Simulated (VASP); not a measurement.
Level of theory: r2SCAN meta-GGA, VASP's PBE PAW potentials (set 64) (plane waves; VASP).

A VASP calculation is set up with these files.

POSCAR:
```
B
1
    4.3994007846    -2.4398096240     0.0011163686
    4.3994007846     2.4398096240     0.0011163686
    3.0453203651     0.0000000000     4.0041748571
B
12
Direct
  0.0105810893   0.6538717805   0.0105810893
  0.0105810893   0.0105810893   0.6538717805
  0.6538717805   0.0105810893   0.0105810893
  0.9894189107   0.3461282195   0.9894189107
  0.9894189107   0.9894189107   0.3461282195
  0.3461282195   0.9894189107   0.9894189107
  0.2217275459   0.6296201577   0.2217275459
  0.2217275459   0.2217275459   0.6296201577
  0.6296201577   0.2217275459   0.2217275459
  0.7782724541   0.3703798423   0.7782724541
  0.7782724541   0.7782724541   0.3703798423
  0.3703798423   0.7782724541   0.7782724541
```

KPOINTS:
```
Automatic mesh
0
Gamma
5 5 5
0 0 0
```

**INCAR**
```
SYSTEM = B
PREC = Accurate
ENCUT = 520
EDIFF = 1E-6
NELM = 100
ALGO = Normal
LREAL = .FALSE.
LASPH = .TRUE.
ISMEAR = 0
SIGMA = 0.05
METAGGA = R2SCAN
LMIXTAU = .TRUE.
LWAVE = .FALSE.
LCHARG = .FALSE.
IBRION = 2
ISIF = 3
NSW = 60
EDIFFG = -0.02
```

POTCAR, in this order: B (PBE.64 set). Program: vasp_std.

Output

OSZICAR:
```
       N       E                     dE             d eps       ncg     rms          rms(c)
DAV:   1     0.796901988586E+02    0.79690E+02   -0.17671E+04   950   0.137E+03
DAV:   2    -0.916298809458E+02   -0.17132E+03   -0.16500E+03  1253   0.250E+02
DAV:   3    -0.975188754687E+02   -0.58890E+01   -0.58537E+01  1276   0.436E+01
DAV:   4    -0.975699742014E+02   -0.51099E-01   -0.51039E-01  1196   0.447E+00
DAV:   5    -0.975706429164E+02   -0.66872E-03   -0.66832E-03  1267   0.472E-01    0.116E+01
DAV:   6    -0.879831879829E+02    0.95875E+01   -0.56804E+00  1136   0.148E+01    0.681E+00
DAV:   7    -0.877969889068E+02    0.18620E+00   -0.20845E+00  1189   0.893E+00    0.214E+00
DAV:   8    -0.883281291211E+02   -0.53114E+00   -0.13802E+00  1005   0.795E+00    0.690E-01
DAV:   9    -0.881068265553E+02    0.22130E+00   -0.38295E-01   978   0.456E+00    0.268E-01
DAV:  10    -0.881538910330E+02   -0.47064E-01   -0.56624E-02  1109   0.177E+00    0.139E-01
DAV:  11    -0.881041637273E+02    0.49727E-01   -0.12142E-02  1084   0.965E-01    0.592E-02
DAV:  12    -0.881170961801E+02   -0.12932E-01   -0.60894E-03  1038   0.625E-01    0.146E-02
DAV:  13    -0.881159439031E+02    0.11523E-02   -0.92952E-04  1125   0.276E-01    0.160E-02
DAV:  14    -0.881157513658E+02    0.19254E-03   -0.54333E-05  1207   0.648E-02    0.919E-03
DAV:  15    -0.881157618577E+02   -0.10492E-04   -0.26580E-05  1038   0.470E-02    0.187E-03
DAV:  16    -0.881157628831E+02   -0.10254E-05   -0.59491E-06  1116   0.217E-02    0.749E-04
DAV:  17    -0.881157633868E+02   -0.50375E-06   -0.38198E-07   550   0.529E-03
   1 F= -.88115763E+02 E0= -.88115763E+02  d E =-.881158E+02
       N       E                     dE             d eps       ncg     rms          rms(c)
DAV:   1    -0.881236055402E+02   -0.78427E-02   -0.62244E-01   950   0.508E+00    0.212E-01
DAV:   2    -0.881250340192E+02   -0.14285E-02   -0.15008E-02  1222   0.809E-01    0.135E-01
DAV:   3    -0.881245627751E+02    0.47124E-03   -0.16713E-03  1067   0.261E-01    0.330E-02
DAV:   4    -0.881246684143E+02   -0.10564E-03   -0.56651E-04  1135   0.165E-01    0.205E-02
DAV:   5    -0.881247558058E+02   -0.87391E-04   -0.19163E-04  1092   0.104E-01    0.593E-03
DAV:   6    -0.881248115661E+02   -0.55760E-04   -0.41784E-05  1063   0.493E-02    0.277E-03
DAV:   7    -0.881248140742E+02   -0.25080E-05   -0.33767E-06  1053   0.148E-02    0.107E-03
DAV:   8    -0.881248146554E+02   -0.58126E-06   -0.18491E-06   713   0.119E-02
   2 F= -.88124815E+02 E0= -.88124815E+02  d E =-.905127E-02
       N       E                     dE             d eps       ncg     rms          rms(c)
DAV:   1    -0.881248526288E+02   -0.38555E-04   -0.26955E-03   953   0.334E-01    0.141E-02
DAV:   2    -0.881248586655E+02   -0.60367E-05   -0.63416E-05  1221   0.525E-02    0.888E-03
DAV:   3    -0.881248575419E+02    0.11236E-05   -0.73012E-06  1068   0.174E-02    0.207E-03
DAV:   4    -0.881248580923E+02   -0.55041E-06   -0.24414E-06   906   0.114E-02
   3 F= -.88124858E+02 E0= -.88124858E+02  d E =-.909471E-02
       N       E                     dE             d eps       ncg     rms          rms(c)
DAV:   1    -0.881248715462E+02   -0.14004E-04   -0.22583E-01   962   0.282E+00    0.129E-01
DAV:   2    -0.881247356261E+02    0.13592E-03   -0.53182E-03  1259   0.486E-01    0.686E-02
DAV:   3    -0.881245709341E+02    0.16469E-03   -0.94550E-04  1073   0.182E-01    0.169E-02
DAV:   4    -0.881245233265E+02    0.47608E-04   -0.30863E-04  1128   0.118E-01    0.146E-02
DAV:   5    -0.881246307195E+02   -0.10739E-03   -0.80583E-05  1095   0.674E-02    0.458E-03
DAV:   6    -0.881246409439E+02   -0.10224E-04   -0.74083E-06  1150   0.207E-02    0.133E-03
DAV:   7    -0.881246413895E+02   -0.44566E-06   -0.14622E-06   635   0.967E-03
   4 F= -.88124641E+02 E0= -.88124641E+02  d E =0.216703E-03
       N       E                     dE             d eps       ncg     rms          rms(c)
DAV:   1    -0.881257855057E+02   -0.11446E-02   -0.62954E-02   962   0.149E+00    0.684E-02
DAV:   2    -0.881257466649E+02    0.38841E-04   -0.14904E-03  1250   0.257E-01    0.364E-02
DAV:   3    -0.881257029081E+02    0.43757E-04   -0.26525E-04  1073   0.963E-02    0.893E-03
DAV:   4    -0.881256895705E+02    0.13338E-04   -0.86985E-05  1127   0.626E-02    0.775E-03
DAV:   5    -0.881257215082E+02   -0.31938E-04   -0.21445E-05  1105   0.348E-02    0.251E-03
DAV:   6    -0.881257238441E+02   -0.23359E-05   -0.18812E-06   710   0.107E-02    0.711E-04
DAV:   7    -0.881257240366E+02   -0.19250E-06   -0.43557E-07   538   0.525E-03
   5 F= -.88125724E+02 E0= -.88125724E+02  d E =-.865944E-03
```

**OUTCAR**
```
------------------------ aborting loop because EDIFF is reached ----------------------------------------
  FORCE on cell =-STRESS in cart. coord.  units (eV):
  Direction    XX          YY          ZZ          XY          YZ          ZX
  --------------------------------------------------------------------------------------
  Total       -0.1813108      0.0768597      0.0473196      0.0000000      0.0000000     -0.0873291
  in kB       -3.3479502      1.4192335      0.8737688      0.0000000      0.0000000     -1.6125538
  external PRESSURE =      -0.3516493 kB  Pullay stress =       0.0000000 kB
  volume of cell :       86.77
      direct lattice vectors                 reciprocal lattice vectors
     4.408167319 -2.449311881 -0.001709750     0.113392441 -0.204138968 -0.086063628
     4.408167319  2.449311881 -0.001709750     0.113392441  0.204138968 -0.086063628
     3.048813201 -0.000000000  4.016939334     0.000096528  0.000000000  0.248872493
 POSITION                                       TOTAL-FORCE (eV/Angst)
 -----------------------------------------------------------------------------------
      2.95861      1.57822      0.03888        -0.015007     -0.000071     -0.005033
      2.08271     -0.00000      2.62831        -0.014968      0.000000     -0.005149
      2.95861     -1.57822      0.03888        -0.015007      0.000071     -0.005033
      8.90654     -1.57822      3.97464         0.015007      0.000071      0.005033
      9.78244     -0.00000      1.38521         0.014968     -0.000000      0.005149
      8.90654      1.57822      3.97464         0.015007     -0.000071      0.005033
      4.42909      1.00699      0.88445         0.000853     -0.006733      0.004392
      3.87022     -0.00000      2.53663         0.004590      0.000000     -0.006655
      4.42909     -1.00699      0.88445         0.000853      0.006733      0.004392
      7.43606     -1.00699      3.12907        -0.000853      0.006733     -0.004392
      7.99493     -0.00000      1.47689        -0.004590     -0.000000      0.006655
      7.43606      1.00699      3.12907        -0.000853     -0.006733     -0.004392
 -----------------------------------------------------------------------------------
    total drift:                                0.000000     -0.000000     -0.000000
  FREE ENERGIE OF THE ION-ELECTRON SYSTEM (eV)
  ---------------------------------------------------
  free  energy   TOTEN  =       -88.1257240366 eV

  energy  without entropy=      -88.1257240366  energy(sigma->0) =      -88.12572404

 reached required accuracy - stopping structural energy minimisation
```
(Selected blocks of OUTCAR.)

### CONTCAR
```
B
   1.00000000000000
     4.4081673189089656   -2.4493118805845442   -0.0017097499359347
     4.4081673189089656    2.4493118805845442   -0.0017097499359347
     3.0488132005051862   -0.0000000000000000    4.0169393335259613
  B
    12
Direct
     0.0099618918103371    0.6543142688496202    0.0099618918103165
     0.0099618918104097    0.0099618918104097    0.6543142688495184
     0.6543142688496202    0.0099618918103371    0.0099618918103165
     0.9900381081896630    0.3456857311503798    0.9900381081896836
     0.9900381081895903    0.9900381081895903    0.3456857311504817
     0.3456857311503798    0.9900381081896630    0.9900381081896836
     0.2205417915798632    0.6316715626226880    0.2205417915798795
     0.2205417915798913    0.2205417915798913    0.6316715626226942
     0.6316715626226880    0.2205417915798632    0.2205417915798795
     0.7794582084201368    0.3683284373773120    0.7794582084201205
     0.7794582084201087    0.7794582084201087    0.3683284373773058
     0.3683284373773120    0.7794582084201368    0.7794582084201205
```

File OUTCAR:
```
 val. band max:        5.8657065178   @ k =   0.4000   0.4000   0.4000

 cond. band min:       7.5383622145   @ k =  -0.4000  -0.4000   0.2000


 Fermi energy:         6.1034853718

 k-point     1 :       0.0000    0.0000    0.0000
  band No.  band energies     occupation
      1     -11.2633      2.00000
      2      -5.2333      2.00000
      3      -4.9677      2.00000
      4      -4.9677      2.00000
      5      -3.6838      2.00000
      6      -3.0655      2.00000
      7      -3.0655      2.00000
      8      -2.7629      2.00000
      9      -0.9706      2.00000
     10      -0.9706      2.00000
     11      -0.8898      2.00000
     12       0.1232      2.00000
     13       1.2727      2.00000
     14       1.2727      2.00000
     15       4.5136      2.00000
     16       4.9784      2.00000
     17       4.9784      2.00000
     18       5.5256      2.00000
     19       7.5740      0.00000
     20      10.8091      0.00000
     21      10.8091      0.00000
     22      11.0153      0.00000
     23      11.0153      0.00000
     24      12.6432      0.00000
     25      14.1430      0.00000

 k-point     2 :       0.2000   -0.0000   -0.0000
  band No.  band energies     occupation
      1     -11.0285      2.00000
      2      -6.4304      2.00000
      3      -5.3620      2.00000
      4      -5.2844      2.00000
      5      -3.6311      2.00000
      6      -2.8703      2.00000
      7      -2.3042      2.00000
      8      -1.8622      2.00000
      9      -1.4886      2.00000
     10      -1.4106      2.00000
     11       0.3291      2.00000
     12       0.6590      2.00000
     13       1.6472      2.00000
     14       2.2584      2.00000
     15       3.8519      2.00000
     16       4.1668      2.00000
     17       4.5038      2.00000
     18       5.1579      2.00000
     19       7.9699      0.00000
     20       9.5492      0.00000
     21      10.1510      0.00000
     22      11.5392      0.00000
     23      12.2148      0.00000
...
```

The compound is B in the alpha structure. This run relaxes it. Symmetry was kept, so distortions that lower it aren't found. The start is the result of an earlier pass.
